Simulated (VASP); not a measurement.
The input files of a VASP run:

KPOINTS:
```
Automatic
0
Gamma
  6 6 6
```

File POSCAR:
```
LiBr
1
    0.0000000000     2.6959775459     2.6959775459
    2.6959775459     0.0000000000     2.6959775459
    2.6959775459     2.6959775459     0.0000000000
Li Br
1 1
Direct
  0.0000000000   0.0000000000   1.0000000000
  0.5000000000   0.5000000000   0.5000000000
```

INCAR:
```
AEXX = 0.25
ALGO = Normal
EDIFF = 1E-6
ENCUT = 520
GGA = PE
HFRCUT = -1
ISIF = 2
ISMEAR = 0
ISYM = 3
LASPH = T
LCHARG = F
LHFCALC = T
LMAXMIX = 4
LREAL = F
LWAVE = F
NELM = 60
PREC = Accurate
PRECFOCK = Fast
SIGMA = 0.05
SYSTEM = LiBr
```

POTCAR, in this order: Li_sv Br (PBE.64 set). Program: vasp_std. Read from the step before: WAVECAR.

Task: Translate this PBE0 calculation to Quantum ESPRESSO's pw.x.

Result: One equivalent input (not run):
```
&CONTROL
  calculation = 'scf'
  pseudo_dir = './pseudo'
  outdir = './out'
  tprnfor = .true.
  tstress = .false.
/
&SYSTEM
  ibrav = 0
  nat = 2
  ntyp = 2
  ecutwfc = 74
  occupations = 'smearing'
  smearing = 'gaussian'
  degauss = 0.003675
  input_dft = 'pbe0'
  nqx1 = 6
  nqx2 = 6
  nqx3 = 6
/
&ELECTRONS
  conv_thr = 7.3e-08
  electron_maxstep = 60
/
ATOMIC_SPECIES
  Li 6.940 Li.upf
  Br 79.904 Br.upf
CELL_PARAMETERS angstrom
     0.0000000    2.6959775    2.6959775
     2.6959775    0.0000000    2.6959775
     2.6959775    2.6959775    0.0000000
ATOMIC_POSITIONS crystal
  Li   0.0000000  0.0000000  1.0000000
  Br   0.5000000  0.5000000  0.5000000
K_POINTS automatic
  6 6 6 0 0 0
```
The two are equivalent in intent, not identical: the potentials are each code's own (VASP's PAW set, PseudoDojo norm-conserving files in pw.x), so ENCUT and ecutwfc are chosen apart and not converted; conv_thr bounds pw.x's estimated SCF error, while EDIFF bounds the energy change between steps; the singularity of exact exchange is treated differently by default.

The compound is LiBr in the rock salt structure. This cell is one point of a volume scan, at 0.94 of the reference volume.
